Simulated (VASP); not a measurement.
SnSe2:

```
Sn Se
1.0
     3.81100    0.00000    0.00000
    -1.90550    3.30042    0.00000
     0.00000    0.00000    6.13600
Sn Se
1 2
Cartesian
  0.0000 0.0000 0.0000
  0.0000 2.2003 1.5279
  1.9055 1.1001 4.6081
```

```yaml
Program: VASP 6.6.1
Task: relaxation of cell and atoms
Functional: PBE
Potentials_or_basis: VASP PAW PBE potentials, release 64 (Sn, Se)
Cutoff: 300 eV
k_mesh: 5 × 5 × 3
Occupations: gaussian, width 0.03 eV
Spin: no spin polarisation
```

At the start: pressure 5.6 GPa; volume 25.73 Å³/atom.

How do energy, volume and symmetry change on relaxing?

Over 22 steps the energy falls by 41.0 meV/atom and the volume is 29.52 Å³/atom (+14.8 %); space group P-3m1 (No. 164, to 0.05 Å).

Step by step:
| step | energy change (eV) | largest force (eV/Å) | pressure (GPa) | volume (Å³) |
| --- | --- | --- | --- | --- |
| 1 | 0.0000 | 0.7478 | 5.64 | 77.18 |
| 2 | -0.0351 | 0.6702 | -3.38 | 87.74 |
| 3 | -0.1045 | 0.1014 | 0.04 | 82.68 |
| 4 | -0.1045 | 0.0870 | 0.12 | 82.57 |
| 5 | -0.1060 | 0.0895 | 0.13 | 82.75 |
| 6 | -0.1098 | 0.0954 | 0.13 | 83.28 |
| 7 | -0.1147 | 0.1078 | 0.18 | 84.33 |
| 8 | -0.1144 | 0.1285 | 0.41 | 86.37 |
| 9 | -0.1163 | 0.1099 | 0.29 | 85.27 |
| 10 | -0.1178 | 0.1044 | 0.20 | 85.69 |
| 11 | -0.1209 | 0.0878 | -0.07 | 86.97 |
| 12 | -0.1210 | 0.0528 | -0.53 | 89.56 |
| 13 | -0.1219 | 0.0667 | -0.31 | 88.32 |
| 14 | -0.1226 | 0.0140 | 0.02 | 88.28 |
| 15 | -0.1226 | 0.0091 | 0.00 | 88.28 |
| 16 | -0.1227 | 0.0054 | 0.02 | 88.27 |
| 17 | -0.1228 | 0.0019 | 0.08 | 88.25 |
| 18 | -0.1228 | 0.0236 | -0.01 | 88.45 |
| 19 | -0.1228 | 0.0165 | 0.01 | 88.39 |
| 20 | -0.1229 | 0.0130 | 0.01 | 88.45 |
| 21 | -0.1229 | 0.0029 | -0.03 | 88.62 |
| 22 | -0.1229 | 0.0059 | -0.02 | 88.56 |

Final structure:
```
Sn Se
1.0
     3.88105    0.00000    0.00000
    -1.94052    3.36109    0.00000
     0.00000    0.00000    6.78934
Sn Se
1 2
Direct
  0.00000 0.00000 0.00000
  0.33333 0.66667 0.23391
  0.66667 0.33333 0.76609
```

Caveat: this functional lacks dispersion, which binds the layers, so the pressure and a relaxed spacing across them are unreliable; the volume moved by +15 % from the deposited cell, more than functionals usually miss.
